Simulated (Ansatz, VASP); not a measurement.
# Cross-check of Tl2Se between VASP and Ansatz, part 2 of 2

Aim: how closely do two programs agree when they are given the same cell, functional and k mesh? The cell is generated by rule, not measured, and may not be a known phase. The cell is taken from a series of VASP runs on this material, whose earlier steps may have relaxed, scaled or displaced it; both programs get it as it stands.

VASP 6.6.1 and Ansatz 0.2.0.

So far. Step 2 (VASP: band structure, PBEsol, spin-orbit coupling): The run ends at a pressure of 30.57 GPa.

The structure was built from a prototype and need not be the compound's stable phase.

## 3. Ansatz: band structure, PBEsol, spin-orbit coupling

Level of this step: Ansatz beside VASP: Kohn-Sham DFT, plane waves, PBEsol, spin-orbit coupling (Ansatz).

Ansatz runs on its fully relativistic PAW (standard-fr) files.

The same cell, functional, mesh and smearing now go to Ansatz, which takes its cutoff from its data sets.

Contents of input.yaml:

```yaml
crystal:
  lattice:
    - [0.0, 3.18744, 3.18744]
    - [3.18744, 0.0, 3.18744]
    - [3.18744, 3.18744, 0.0]
  atoms:
    - { symbol: Se, position: [0.0, 0.0, 0.0] }
    - { symbol: Tl, position: [0.25, 0.25, 0.25] }
    - { symbol: Tl, position: [0.75, 0.75, 0.75] }
hamiltonian:
  xc: pbesol
  pseudopotentials: { kind: paw_fr }
magnetization:
  noncollinear: true
  spin_orbit: true
kpoints:
  mp_grid: { grid: [8, 8, 8] }
  band_path:
    path:
      - [0.0, 0.0, 0.0]
      - [0.16667, 0.0, 0.16667]
      - [0.33333, 0.0, 0.33333]
      - [0.5, 0.0, 0.5]
      - [0.5, 0.08333, 0.58333]
      - [0.5, 0.18333, 0.68333]
      - [0.5, 0.25, 0.75]
      - [0.45, 0.3, 0.75]
      - [0.40833, 0.34167, 0.75]
      - [0.35, 0.35, 0.7]
      - [0.225, 0.225, 0.45]
      - [0.075, 0.075, 0.15]
      - [0.03333, 0.03333, 0.03333]
      - [0.23333, 0.23333, 0.23333]
      - [0.4, 0.4, 0.4]
      - [0.51667, 0.46667, 0.51667]
      - [0.55833, 0.38333, 0.55833]
      - [0.60833, 0.28333, 0.60833]
      - [0.60833, 0.25, 0.64167]
      - [0.55833, 0.25, 0.69167]
      - [0.51667, 0.25, 0.73333]
      - [0.5, 0.3, 0.7]
      - [0.5, 0.38333, 0.61667]
      - [0.5, 0.48333, 0.51667]
      - [0.475, 0.475, 0.55]
      - [0.425, 0.425, 0.65]
      - [0.38333, 0.38333, 0.73333]
      - [0.59167, 0.18333, 0.59167]
      - [0.55, 0.1, 0.55]
      - [0.5, 0.0, 0.5]
    npoints: 1
scf:
  occupations: { method: gaussian, width: 0.02 }
  n_extra_bands: 14
output:
  forces: true
  stress: true
  eigenvalues: true
```

The run is started by

```sh
$ ansatz run input.yaml --threads 2 --pin off --max-ram 4608MiB --backend cpu --events-out ev --progress --plain --runs-dir out
```

Numbers of over 12 decimals in the logs are rounded to 6 here.

Output:

```text
scf.n_extra_bands = 14 over 42 filled bands (N_el = 42.0): the run solves 56 bands
Engine: ansatz 0.2.0, aarch64-unknown-linux-gnu
Pseudopotentials: kind: paw_fr
Pseudopotential: Se, paw_fr, valence charge 16, recommended cutoff 420 eV (normal), Se.paw.azcp#standard-fr
Pseudopotential: Tl, paw_fr, valence charge 13, recommended cutoff 420 eV (normal), Tl.paw.azcp#standard-fr
Functional definition: PBEsol
  exchange = pbesol_x
  correlation = pbesol_c
non-collinear run that drives no moment, with spin-orbit: no starting moment large enough to seed its density (crystal.atoms[].spin), no starting occupations that ask for one, no magnetisation constraint and no magnetic field, so the semilocal B_xc is pinned to zero
Crystal: 3 atoms, lattice volume = 64.767 Å³
Basis set: ecut = 420 eV, 1243 PW (Γ), exchange–correlation on 64×64×64 points (8 copies of the dense FFT grid, shifted against one another)
Bands: 56, of which v1, the nominal top of the filled ones, is band 42 counted from 1 (41 counted from 0)
Symmetry: 48 space group operations + 48 with time reversal
Magnetic group: BNS 225.117 (UNI 1619), of the structure as read, at distance tolerance 4.0e-5 Å
k-points: 29 of 512
Projection manifold: j_resolved (fully-relativistic pseudo-atomic orbitals)
Non-local potential: Se, projectors of the file, l = 0: 2, l = 1: 4, l = 2: 6, l = 3: 2
Non-local potential: Tl, projectors of the file, l = 0: 2, l = 1: 4, l = 2: 4, l = 3: 2
PAW form: soft (Blöchl's): semilocal exchange-correlation on the pseudo side does not see the compensation charge
PAW frozen core: Se, regenerated for the run's functional, and the local potential with it (the file was generated under x = pbe(κ = 0.804, μ = 0.219515), c = pbe(β = 0.066725))
PAW frozen core: Tl, regenerated for the run's functional, and the local potential with it (the file was generated under x = pbe(κ = 0.804, μ = 0.219515), c = pbe(β = 0.066725))
PAW one-centre angular grid: Se, 590 points (default); XC on 96 Gauss nodes
PAW one-centre angular grid: Tl, 590 points (default); XC on 64 Gauss nodes
Initial density: superposition of atomic densities (chi_scale 0.1, normalization cell, long waves kept (reshape's long-wave potential 0.00 eV rms))
Initial wavefunctions: pseudopotential atomic-orbital guess
Functional: x = pbesol(κ = 0.804, μ = 0.123457), c = pbesol(β = 0.046)
SCF iter   1: F=—  HF=-28085.142060 eV  |F-HF|=—  |Δ(HF+E_count)|=         —  Δρ=4.49e-2  dr2=2.52e0  dr2_m=0.00e0 (ungated)  ethr=3.10e-3  |M|=0.00e0 ∫|m|=0.00e0 μB  |m|>n=0.0e0 m-floor=0.0e0 τ_xc=0.0e0  β_m=0.30  ⟨swp⟩=6.0  Hψ=3867  notcnv=0  defer=54
preconditioner: auto → none  [insulator: Δε(μ)=0.041 eV  Ē_g=15.205 eV  σ=0.020 eV  W_gap=0.73  n_scr=14 (ndim 8)  ℏωp=26.1 eV  f_vac=0.011  D(μ)=1.18/eV (n_scr^D=8)  ε∞_Penn≈3.9]
SCF iter   2: F=—  HF=-28084.307954 eV  |F-HF|=—  |Δ(HF+E_count)|=   8.34e-1  Δρ=1.81e-2  dr2=1.98e-1  dr2_m=0.00e0 (ungated)  ethr=3.10e-3  |M|=0.00e0 ∫|m|=0.00e0 μB  |m|>n=0.0e0 m-floor=0.0e0 τ_xc=0.0e0  β_m=0.34  ⟨swp⟩=2.2  Hψ=1256  notcnv=0  defer=220
SCF iter   3: F=—  HF=-28084.218437 eV  |F-HF|=—  |Δ(HF+E_count)|=   8.95e-2  Δρ=1.01e-2  dr2=3.76e-2  dr2_m=0.00e0 (ungated)  ethr=4.72e-4  |M|=0.00e0 ∫|m|=0.00e0 μB  |m|>n=0.0e0 m-floor=0.0e0 τ_xc=0.0e0  β_m=0.58  ⟨swp⟩=2.1  Hψ=1060  notcnv=0  defer=220
SCF iter   4: F=—  HF=-28084.192749 eV  |F-HF|=—  |Δ(HF+E_count)|=   2.57e-2  Δρ=7.16e-4  dr2=1.33e-4  dr2_m=0.00e0 (ungated)  ethr=8.95e-5  |M|=0.00e0 ∫|m|=0.00e0 μB  |m|>n=0.0e0 m-floor=0.0e0 τ_xc=0.0e0  β_m=0.64  ⟨swp⟩=2.0  Hψ=1422  notcnv=0  defer=220
SCF iter   5: F=—  HF=-28084.192803 eV  |F-HF|=—  |Δ(HF+E_count)|=   5.33e-5  Δρ=1.05e-4  dr2=3.87e-6  dr2_m=0.00e0 (ungated)  ethr=3.17e-7  |M|=0.00e0 ∫|m|=0.00e0 μB  |m|>n=0.0e0 m-floor=0.0e0 τ_xc=0.0e0  β_m=0.75  ⟨swp⟩=2.0  Hψ=1401  notcnv=0  defer=220
SCF iter   6: F=—  HF=-28084.192809 eV  |F-HF|=—  |Δ(HF+E_count)|=   5.89e-6  Δρ=3.34e-5  dr2=8.20e-7  dr2_m=0.00e0 (ungated)  ethr=9.21e-9  |M|=0.00e0 ∫|m|=0.00e0 μB  |m|>n=0.0e0 m-floor=0.0e0 τ_xc=0.0e0  β_m=0.67  ⟨swp⟩=2.0  Hψ=1408  notcnv=0  defer=220
SCF iter   7: F=-28084.192808 eV  HF=-28084.192808 eV  |F-HF|=4.90e-9  |Δ(HF+E_count)|=   3.22e-7  Δρ=7.23e-6  dr2=1.92e-8  dr2_m=0.00e0 (ungated)  ethr=2.38e-10  |M|=0.00e0 ∫|m|=0.00e0 μB  |m|>n=0.0e0 m-floor=0.0e0 τ_xc=0.0e0  ⟨swp⟩=8.9  Hψ=4025  notcnv=0
SCF 1 converged in 7 iterations: F = -28084.192808 eV  dr2 = 1.92e-8
  greatest PAW one-centre occupation: 0.999 electrons in one spin orbital (limit 2), on the Se atom at site 0 (counted from 0), in its partial waves of l = 2
NSCF: frozen V_eff on 30 k-points
SCF converged after 7 iterations
Magnetization: |M| = 0.0000 μB,  M = (+0.0000, +0.0000, +0.0000) μB
Absolute magnetization: 0.0000 μB (∫|m|)
  site 0: m = (+0.0000, +0.0000, +0.0000) μB, |m| = 0.0000 μB  (R = 1.14 Å)
  site 1: m = (+0.0000, +0.0000, +0.0000) μB, |m| = 0.0000 μB  (R = 1.14 Å)
  site 2: m = (+0.0000, +0.0000, +0.0000) μB, |m| = 0.0000 μB  (R = 1.14 Å)
Free energy (F): -28084.192808 eV
Harris-Foulkes:  -28084.192808 eV  (|F-HF|=4.90e-9)
Internal energy: -28084.192598 eV  (E = F + TS)
E sigma→0 (E₀):  -28084.192703 eV
Entropy (-TS):   -0.000211 eV (-0.070 meV/atom)
Fermi energy:    13.889113 eV
--- Per-component energies (eV) ---
  E_band       = -225.182398
  E_kinetic    = 800.879711
  E_local      = -3937.551604  (includes V_loc(G=0)·N_el)
  E_nonlocal   = 45.966688
  E_hartree    = 1792.959765
  E_xc         = -569.316952
  E_vxc        = -393.875848  (∫ρ·V_xc dr)
  E_paw        = -21972.866975  (= ΣΔE_a)
  E_vpaw       = -326.521492  (= ΣTr[D̂ρ^β])
  E_aug_tail   = -0.000487  (compensation charges beyond the density's cutoff)
  E_ewald      = -4245.376068
  E_core_change = 1.113324  (= ΣΔE_core)
  E_smearing   = -0.000211  (= −TS)
  E_closure    = 0.000000  (closes the sum)
  Σ components = -28084.192808   (vs F -28084.192808, Δ=0.00e0)
--- Forces (eV/Å), atoms counted from 1 ---
  atom   1  Se     0.00000000    -0.00000000    -0.00000000
  atom   2  Tl     0.00000000    -0.00000000     0.00000000
  atom   3  Tl    -0.00000000     0.00000000    -0.00000000
  max |Σ_I F_I| component: 3.24e-17 eV/Å
--- Stress (GPa, compression-positive) ---
       30.132712      -0.000000       0.000000
       -0.000000      30.132712      -0.000000
        0.000000      -0.000000      30.132712
  P = ⅓ Tr σ = 30.1327 GPa (301.327 kbar)
--- Band table (eV; the first three rows and the last of 29) ---
  k-point 0: bands = [... 38 lower, 10.9082, 10.9082, 12.2025, 12.2025, 12.4711, 12.4711, 14.2557, 14.2557, ... 10 higher]
  k-point 1: bands = [... 38 lower, 10.7133, 10.7133, 11.8506, 11.8506, 13.2489, 13.2489, 14.5895, 14.5895, ... 10 higher]
  k-point 2: bands = [... 38 lower, 10.3517, 10.3517, 12.8444, 12.8444, 14.0110, 14.0110, 15.1791, 15.1791, ... 10 higher]
  k-point 28: bands = [... 38 lower, 12.8695, 12.8695, 13.0112, 13.0112, 14.2545, 14.2545, 15.1884, 15.1884, ... 10 higher]
```

Run time: 33 s. Hardware: 2 threads of Arm Neoverse N1, shared host; peak memory 0.58 GiB; 64 s of CPU time.

In the SCF lines HF is the Harris–Foulkes energy and dr2 the Hartree energy of the density residual, in eV; the loop may stop once dr2 is under the threshold and the program's other checks hold. Hψ counts applications of the Hamiltonian.

## 4. Differences

Known differences besides the potentials themselves: spin-orbit coupling enters by fully relativistic files in Ansatz and inside the spheres in VASP; the data sets hold 42 valence electrons in Ansatz (fully relativistic PAW (standard-fr) files) and 32 in VASP; the cutoff is 420 eV in Ansatz and 400 eV in VASP; Ansatz makes its cores anew for this functional, VASP keeps those of its PBE data sets. Total energies have different zeros and are not compared.

The two programs side by side:

| quantity | Ansatz | VASP | difference |
| --- | --- | --- | --- |
| pressure (GPa) | 30.13 | 30.57 | -0.44 |
| pressure without Ansatz's Pulay correction (GPa) | 30.08 | 30.57 | -0.50 |

Levels from 3 eV below to 2 eV above the Fermi level differ by 32 meV r.m.s. and 100 meV at most; each VASP level is matched to the nearest of Ansatz, which flatters the figure a little. Ansatz's pressure holds a Pulay correction of 0.06 GPa; VASP's holds none.

## 5. Results

| Property | Result |
| --- | --- |
| r.m.s. difference of levels near the Fermi level (band structure, PBEsol, spin-orbit coupling) | 32 meV |

What this shows: The r.m.s. difference of levels near the Fermi level is 32 meV (band structure, PBEsol, spin-orbit coupling), within the 80 meV picked in this series as the mark of a large difference. How closely two codes agree says nothing of how well the functional describes the real material.

[Lines on the potential files, build, host, timing and source positions are cut from VASP's logs without a mark.]

[Logs are printed without paths, hosts, clocks, repeated set-up lines and the standing remarks that a program may print on its own settings, such as how far it seeks lower states.]

[Hosts, paths, dates, database ids (printed as entryN), source tags and the programs' standing remarks are cut or masked in the printed files.]
